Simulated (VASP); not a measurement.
Data:

```
CELL_PARAMETERS angstrom
      4.40456     0.00000     0.00000
      0.00000     4.40456     0.00000
      0.00000     0.00000     4.40456
ATOMIC_POSITIONS crystal
  Fe 0.86274 0.63726 0.36274
  Fe 0.36274 0.86274 0.63726
  Fe 0.13726 0.13726 0.13726
  Fe 0.63726 0.36274 0.86274
  Si 0.15889 0.34111 0.65889
  Si 0.65889 0.15889 0.34111
  Si 0.84111 0.84111 0.84111
  Si 0.34111 0.65889 0.15889
```

These are PBEsol GGA, VASP's PBE PAW potentials (set 64) (plane waves; VASP) values and carry that method's errors. Run with 400 eV cut-off, Gaussian smearing of 0.050 eV, potentials Fe Si.

Question: Estimate the band gap (along the path) with the smallest direct gap where there is one.

Answer: 
| Property | Result |
|---|---|
| band gap (along the path) | 0.14 eV |
| smallest direct gap (along the path) | 0.19 eV |

Only differences to runs with the same potentials and settings are physical.

The compound is FeSi in the B20 structure. It was relaxed first, which changed the volume by -6 %. The run is not spin-polarised, so no magnetic state was tried.
